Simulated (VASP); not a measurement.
Mg2Si (antifluorite): computed properties

Method: PBE GGA, VASP's PBE PAW potentials (set 64) (plane waves; VASP 6.6.1).

```json
{
 "space_group": "Fm-3m (225)",
 "cell": "a = 6.360 Å, b = 6.360 Å, c = 6.360 Å, α = 90.00°, β = 90.00°, γ = 90.00°",
 "volume_per_atom": "21.44 Å^3/atom",
 "band gap (over mesh and band path)": "0.21 eV",
 "smallest direct gap (over mesh and band path)": "1.85 eV",
 "hill_bulk_modulus": "54.8 GPa",
 "hill_shear_modulus": "45.4 GPa",
 "Poisson's ratio": "0.176",
 "band_edge_character": "indirect, Γ to X",
 "density": "1.98 g/cm³",
 "optical Γ-point spectrum": "256 (×3), 274 (×3) cm⁻¹",
 "C11": "117 GPa",
 "C12": "24.0 GPa",
 "C44": "44.8 GPa"
}
```

Mg2Si is modelled in the cubic space group Fm-3m (No. 225), Pearson symbol cF12. Cell: a = 6.360 Å, b = 6.360 Å, c = 6.360 Å, α = 90.00°, β = 90.00°, γ = 90.00°. Mg on 8c is coordinated by 4 Si at 2.754 Å (tetrahedral). Si on 4a is surrounded by 8 Mg at 2.754 Å (cubic). (Neighbours: up to the widest gap in distance over summed covalent radii, below 1.35, at either atom; cation-cation and far metal-metal contacts left out.)
(The calculation used a cell of 3 atoms; values per cell refer to that cell.)

Measured: gap 0.77 eV (computed value off by -0.56 eV), as given by Byungki Ryu et al., Journal of the Korean Physical Society (2019), arXiv:1905.06140; bulk modulus 55.0 GPa (computed value off by -0.3 %), as given by M. Råsander et al., The Journal of Chemical Physics (2015), arXiv:1505.02379. The calculation is for a static lattice, while the measured bulk modulus holds thermal and zero-point effects, which are part of the difference.

The compound is Mg2Si in the antifluorite structure. It was relaxed first. Symmetry was kept, so distortions that lower it aren't found.
